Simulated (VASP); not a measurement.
Computed with optB86b-vdW, VASP's PBE PAW potentials (set 64) (plane waves; VASP).

A VASP calculation is set up with these files.

INCAR:
```
IBRION = 2
LWAVE = .FALSE.
NELM = 100   # most electronic steps
LMAXMIX = 6   # l cut-off of mixed one-centre charges
EDIFFG = -0.01
PARAM2 = 1.0
EDIFF = 1E-7   # SCF stop (eV)
LASPH = .TRUE.   # aspherical one-centre terms
PARAM1 = 0.1234
ISMEAR = 1   # Methfessel-Paxton
ISIF = 4
PREC = Accurate
NSW = 30   # most ionic steps
SIGMA = 0.1   # width (eV)
GGA = MK
LREAL = .FALSE.
LUSE_VDW = .TRUE.
LCHARG = .FALSE.
ENCUT = 520   # plane-wave cut-off (eV)
AGGAC = 0.0
ALGO = Normal   # blocked Davidson
SYSTEM = Re
```

**POSCAR**
```
Re
1
    1.3542971813    -2.3457114138     0.0000000000
    1.3542971813     2.3457114138     0.0000000000
    0.0000000000     0.0000000000     4.3813117049
Re
2
Direct
  0.3333330000   0.6666670000   0.2500000000
  0.6666670000   0.3333330000   0.7500000000
```

KPOINTS:
```
kpoints
0
G
 15 15 8
0 0 0
```

POTCAR, in this order: Re (PBE.64 set). Program: vasp_std.

Unless said otherwise, spin-orbit coupling is left out, though it shifts the bands of the heavy elements here.

Task: What does the run give for the energy per atom (σ→0), band gap (on the k-mesh)?

Result: 
```
Item                                                         Value
------------------------  ----------------------------------------
energy per atom (σ→0)                           -980.4 kJ/mol-atom
band gap (on the k-mesh)  none (metal, semimetal or under 0.01 eV)
```

OSZICAR:
```
...
   2 F= -.20323122E+02 E0= -.20323102E+02  d E =0.951267E-04
       N       E                     dE             d eps       ncg     rms          rms(c)
DAV:   1    -0.203234582649E+02   -0.33630E-03   -0.16655E-02  4522   0.479E+00    0.704E-02
DAV:   2    -0.203233301686E+02    0.12810E-03   -0.18399E-04  5477   0.181E-01    0.352E-02
DAV:   3    -0.203232914709E+02    0.38698E-04   -0.83080E-05  5644   0.132E-01    0.633E-03
DAV:   4    -0.203232915989E+02   -0.12798E-06   -0.24338E-06  4711   0.177E-02    0.237E-03
DAV:   5    -0.203232915766E+02    0.22248E-07   -0.13891E-08  2412   0.615E-03
   3 F= -.20323292E+02 E0= -.20323289E+02  d E =-.744968E-04
```

The compound is Re in the hcp structure. This cell is one point of a volume scan, at 0.94 of the reference volume. Symmetry was kept, so distortions that lower it aren't found.
